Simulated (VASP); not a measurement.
```
CELL_PARAMETERS angstrom
      2.88760     0.00000     0.00000
     -1.44380     2.50074     0.00000
      0.00000     0.00000    13.10482
ATOMIC_POSITIONS crystal
  Al 0.33333 0.66667 0.25000
  Al 0.66667 0.33333 0.75000
  V  0.33333 0.66667 0.58638
  V  0.66667 0.33333 0.41362
  V  0.66667 0.33333 0.08638
  V  0.33333 0.66667 0.91362
  C  0.00000 0.00000 0.00000
  C  0.00000 0.00000 0.50000
```

These are PBE GGA, VASP's PBE PAW potentials (set 64) (plane waves; VASP) values and carry that method's errors. Numerical set-up: 400 eV cut-off, 15×15×3 Γ-centred mesh, Gaussian smearing of 0.27 eV, potentials Al V_sv C.

At this cut-off the stress carries a Pulay error, which pulls relaxed volumes low.

Problem. Estimate the energy per atom (σ→0), pressure, largest force, band gap (on the k-mesh) with the smallest direct gap where there is one.

Solution. 
The band gap (on the k-mesh) comes out as none (metal, semimetal or under 0.01 eV), the energy per atom (σ→0) comes out as -8.262 eV/atom and the pressure is 1.04 GPa. The largest force is 0.199 eV/Å.

The structure comes from a computed database's AlV2C entry; how it stands against other phases isn't given here. The cell was not relaxed at this level. The run is not spin-polarised, so no magnetic state was tried.
